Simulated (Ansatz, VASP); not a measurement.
# ReRh (Re-Rh-Rh-Re stack, (111) layers) in two plane-wave programs, part 2 of 2

One calculation is typed for both programs; each brings its own data sets. How far apart do they land? Of the first pair: The structure shown is the start of the Ansatz relaxation below; VASP solves that cell, so the two are compared at the walk's first step.

VASP 6.6.1 and Ansatz 0.2.0.

So far: The starting structure; Ansatz: relaxation, LDA; VASP: single point, LDA, start cell, pair 1.

## (3) VASP: single point, LDA, start cell, pair 1 (continued)

Level of this step: LDA; plane waves and PAW (Re, Rh_pv) (VASP).

Numbers of over 12 decimals in the logs are rounded to 6 here.

Parts of OUTCAR (step 3):

```text
ion  position               nearest neighbor table
   1  0.000  0.000  0.149-   3 2.69   3 2.69   3 2.69
   2  0.000  0.000  0.327-   4 2.69   4 2.69   4 2.69
   3  0.333  0.667  0.208-   4 2.69   4 2.69   4 2.69   1 2.69   1 2.69   1 2.69
   4  0.667  0.333  0.268-   3 2.69   3 2.69   3 2.69   2 2.69   2 2.69   2 2.69

  LATTYP: Found a hexagonal cell.
 ALAT       =     2.6870110000
 C/A-ratio  =    13.7563947449

 Subroutine GETGRP returns: Found 12 space group operations
 (whereof  6 operations were pure point group operations)

The static configuration has the point symmetry C_3v.
 The point group associated with its full space group is D_3d.

 Found     12 irreducible k-points:

   k-points           NKPTS =     12   k-points in BZ     NKDIM =     12   number of bands    NBANDS=     28

   dimension x,y,z NGX =    20 NGY =   20 NGZ =  280
   dimension x,y,z NGXF=    40 NGYF=   40 NGZF=  560

   ENCUT  =  520.0 eV  38.22 Ry    6.18 a.u.   5.00  5.00 68.73*2*pi/ulx,y,z

   NELECT =      44.0000    total number of electrons

 k-points in reciprocal lattice and weights: Automatic mesh
   0.00000000  0.00000000  0.00000000       0.012
   0.11111111 -0.00000000  0.00000000       0.074
   0.22222222  0.00000000  0.00000000       0.074
   0.33333333  0.00000000  0.00000000       0.074
   0.44444444  0.00000000  0.00000000       0.074
   0.11111111  0.11111111  0.00000000       0.074
   0.22222222  0.11111111  0.00000000       0.148
   0.33333333  0.11111111  0.00000000       0.148
   0.44444444  0.11111111  0.00000000       0.074
   0.22222222  0.22222222  0.00000000       0.074
   0.33333333  0.22222222  0.00000000       0.148
   0.33333333  0.33333333  0.00000000       0.025

 dipolmoment           0.000000      0.000000     -0.000002 electrons x Angstroem

 average (electrostatic) potential at core
       1 -49.6500       2 -49.6500       3 -84.6874       4 -84.6874

 E-fermi :  -1.8873

 k-point     1 :       0.0000    0.0000    0.0000
  band No.  band energies     occupation
    ...
     22      -2.5046      2.00000
     23      -2.5046      2.00000
     24      -2.3569      2.00000
     25      -2.1001      1.99739
     26      -2.1001      1.99739
     27      -1.3535      0.00000
     28       0.2637      0.00000

 k-point     2 :       0.1111   -0.0000    0.0000
  band No.  band energies     occupation
    ...
     22      -2.8701      2.00000
     23      -2.6834      2.00000
     24      -2.4654      2.00000
     25      -2.3340      2.00000
     26      -1.9503      1.62756
     27      -1.4716      0.00000
     28       0.1675      0.00000

 k-point     3 :       0.2222    0.0000    0.0000
  band No.  band energies     occupation
    ...
     20      -3.5893      2.00000
     21      -3.3766      2.00000
     22      -2.9839      2.00000
     23      -2.6728      2.00000
     24      -2.3790      2.00000
     25      -1.2141      0.00000
     26      -1.1081      0.00000
     27      -0.7726      0.00000
     28      -0.0631      0.00000

  Total       -5.5845810     -5.5845796     -3.6462970      0.0000002     -0.0000000     -0.0000000
  in kB      -38.7130720    -38.7130624    -25.2766246      0.0000016     -0.0000000     -0.0000000
  external PRESSURE =     -34.2342530 kB  Pullay stress =       0.0000000 kB

  energy-cutoff  :      520.00
  volume of cell :      231.12
      direct lattice vectors                 reciprocal lattice vectors
     2.687011000 -0.000003000  0.000000000     0.372160979  0.214866730  0.000000000
    -1.343503000  2.327021000  0.000000000     0.000000480  0.429734259  0.000000000
     0.000000000  0.000000000 36.963584000     0.000000000  0.000000000  0.027053654

 POSITION                                       TOTAL-FORCE (eV/Angst)
 -----------------------------------------------------------------------------------
      0.00000      0.00000      5.50000         0.000000      0.000000      0.981491
      0.00000      0.00000     12.08179         0.000000      0.000000     -0.981491
      0.00000      1.55135      7.69393        -0.000000     -0.000000     -1.302032
      1.34351      0.77567      9.88786         0.000000     -0.000000      1.302032
 -----------------------------------------------------------------------------------
    total drift:                                0.000000     -0.000000     -0.000201

  FREE ENERGIE OF THE ION-ELECTRON SYSTEM (eV)
  ---------------------------------------------------
  free  energy   TOTEN  =       -42.3561560353 eV

  energy  without entropy=      -42.3250974532  energy(sigma->0) =      -42.34062674

 vacuum level on the upper side and lower side of the slab         3.913         3.913

 total charge
# of ion       s       p       d       tot
------------------------------------------
    1        0.629   0.537   4.773   5.940
    2        0.629   0.537   4.773   5.940
    3        0.427   6.329   7.120  13.876
    4        0.427   6.329   7.120  13.876
--------------------------------------------------
tot          2.112  13.734  23.785  39.631

[... 3 further parts left out ...]
```

The data set Re keeps the semicore shell frozen, which is cheaper and a little less accurate.

## (4) Comparison

Known differences besides the potentials themselves: the two LDA forms differ slightly; Ansatz cuts the interaction across the vacuum, VASP repeats the sheet with a dipole correction (LDIPOL); the data sets hold 64 valence electrons in Ansatz (on its PAW soft_1 files) and 44 in VASP; the cutoff is 420 eV in Ansatz and 520 eV in VASP; VASP's log shows a relativistic correction to its local exchange, Ansatz's none. Total energies have different zeros and are not compared.

Forces (eV/Å; atoms numbered as in POSCAR):

```tsv
atom	Ansatz x, y, z	VASP x, y, z
Re1	0.000, 0.000, 1.038	0.000, 0.000, 0.981
Re2	0.000, 0.000, -1.038	0.000, 0.000, -0.981
Rh3	0.000, 0.000, -1.338	0.000, 0.000, -1.302
Rh4	0.000, 0.000, 1.338	0.000, 0.000, 1.302
```

The forces differ by 27 meV/Å r.m.s., which is 4.1 % of the r.m.s. force of 0.666 eV/Å (both taken over all components). Where the cell holds vacuum, a pressure given here is an average over it and none of the material.

## (5) Ansatz: relaxation, LDA

This run makes the geometry at which the two programs are then compared.

The structure compared here is the end of the Ansatz relaxation.

This is the run of step 2 again, met here at its other cell.

## (6) VASP: single point, LDA, relaxed cell, pair 2

The same cell, functional (in two slightly different forms), mesh and smearing now go to VASP, with its own data sets.

Input file INCAR:

```
SYSTEM = ReRh
PREC = Accurate
ENCUT = 520
EDIFF = 1E-06
NELM = 120
ISMEAR = 0
SIGMA = 0.1
LREAL = .FALSE.
ALGO = Normal
GGA = CA
NBANDS = 28
LASPH = .TRUE.
LORBIT = 11
LWAVE = .FALSE.
LCHARG = .FALSE.
ISIF = 2
LDIPOL = .TRUE.
IDIPOL = 3
DIPOL = 0.5 0.5 0.238
LVHAR = .TRUE.
GGA_COMPAT = .FALSE.
NELMDL = -8
KPAR = 2
```

Input file POSCAR:

```
ReRh
1.0
    2.6497959328     -0.0000028468      0.0000000000
   -1.3248955010      2.2947920161      0.0000000000
    0.0000000000      0.0000000000     36.9635839278
Re Rh
2 2
Direct
    0.0000000000      0.0000000000      0.1499715070
    0.0000000000      0.0000000000      0.3256801515
    0.3333333333      0.6666666667      0.2066737279
    0.6666666667      0.3333333333      0.2689779306
```

Input file KPOINTS:

```
Automatic mesh
0
Gamma
9 9 1
0 0 0
```

Potentials, in the order of the species: Re and Rh_pv (LDA family, release 64).

On the command line:

```console
mpirun -np 2 vasp_std
```

Output:

```text
[... set-up lines as in an earlier step ...]
 entering main loop
       N       E                     dE             d eps       ncg     rms          rms(c)
DAV:   1     0.409867104499E+03    0.40987E+03   -0.23011E+04   864   0.134E+03
DAV:   2    -0.121507743246E+02   -0.42202E+03   -0.40686E+03  1048   0.593E+02
DAV:   3    -0.436149719068E+02   -0.31464E+02   -0.29251E+02  1152   0.153E+02
DAV:   4    -0.450926948897E+02   -0.14777E+01   -0.13602E+01  1128   0.293E+01
[...]
DAV:  24    -0.425458849796E+02   -0.36725E-05   -0.24306E-07   492   0.463E-03    0.263E-03
DAV:  25    -0.425458867926E+02   -0.18130E-05   -0.93558E-08   468   0.321E-03    0.404E-04
DAV:  26    -0.425458871063E+02   -0.31368E-06   -0.45407E-08   468   0.314E-03
   1 F= -.42545887E+02 E0= -.42533983E+02  d E =-.238092E-01
```

From OUTCAR (step 6):

```text
  Total        0.3442031      0.3442031      0.3773534     -0.0000000      0.0000000      0.0000000
  in kB        2.4535553      2.4535553      2.6898576     -0.0000000      0.0000000      0.0000000
  external PRESSURE =       2.5323227 kB  Pullay stress =       0.0000000 kB

 POSITION                                       TOTAL-FORCE (eV/Angst)
 -----------------------------------------------------------------------------------
      0.00000      0.00000      5.54348         0.000000     -0.000000     -0.087912
      0.00000      0.00000     12.03831         0.000000      0.000000      0.087912
      0.00000      1.52986      7.63940        -0.000000      0.000000      0.069094
      1.32490      0.76493      9.94239         0.000000      0.000000     -0.069094
 -----------------------------------------------------------------------------------
    total drift:                                0.000000     -0.000000     -0.000058

  FREE ENERGIE OF THE ION-ELECTRON SYSTEM (eV)
  ---------------------------------------------------
  free  energy   TOTEN  =       -42.5458871063 eV

  energy  without entropy=      -42.5220779210  energy(sigma->0) =      -42.53398251

[... 1 part as in an earlier step ...]

[... 2 further parts left out ...]
[key lines of the parts left out:]
E-fermi :  -1.7481
```

The run ends at a pressure of 0.25 GPa, with forces up to 0.088 eV/Å.

## (7) Differences

What differs besides the data sets and the points named for the pairs above, as far as they apply: the data sets hold 64 valence electrons in Ansatz (on its PAW soft_1 files) and 44 in VASP. Total energies have different zeros and are not compared.

Forces (eV/Å; atoms numbered as in POSCAR):

```tsv
atom	Ansatz x, y, z	VASP x, y, z
Re1	0.000, 0.000, 0.001	0.000, 0.000, -0.088
Re2	0.000, 0.000, -0.001	0.000, 0.000, 0.088
Rh3	0.000, 0.000, -0.001	0.000, 0.000, 0.069
Rh4	0.000, 0.000, 0.001	0.000, 0.000, -0.069
```

The forces differ by 46 meV/Å r.m.s., where the r.m.s. force is 0.001 eV/Å in Ansatz and 0.046 eV/Å in VASP: the atoms lie near their places of rest in Ansatz, so a percentage would say little (all taken over all components). Where the cell holds vacuum, a pressure given here is an average over it and none of the material.

## (8) Results

```
r.m.s. force difference (single point, LDA, start cell, pair 1)   : 4.1 % of the r.m.s. force
r.m.s. force difference (single point, LDA, relaxed cell, pair 2) : 46 meV/Å
```

What this shows: The r.m.s. force difference is 46 meV/Å (single point, LDA, relaxed cell, pair 2), beyond the 12 meV/Å picked in this series as the mark of a large difference. The data sets hold unlike numbers of valence electrons (64 in Ansatz and 44 in VASP), so part of the differences may come from the potentials. What causes the difference of the single point, LDA, start cell, pair 1 pair stays open here. What causes the difference of the single point, LDA, relaxed cell, pair 2 pair stays open here. Such differences can come from data sets, numerical settings and the points named under the comparisons, not from the functional's error against experiment.

[Lines on the potential files, build, host, timing and source positions are cut from VASP's logs without a mark.]

[Logs are printed without paths, hosts, clocks, repeated set-up lines and the standing remarks that a program may print on its own settings, such as how far it seeks lower states.]

[Hosts, paths, dates, database ids (printed as entryN), source tags and the programs' standing remarks are cut or masked in the printed files.]
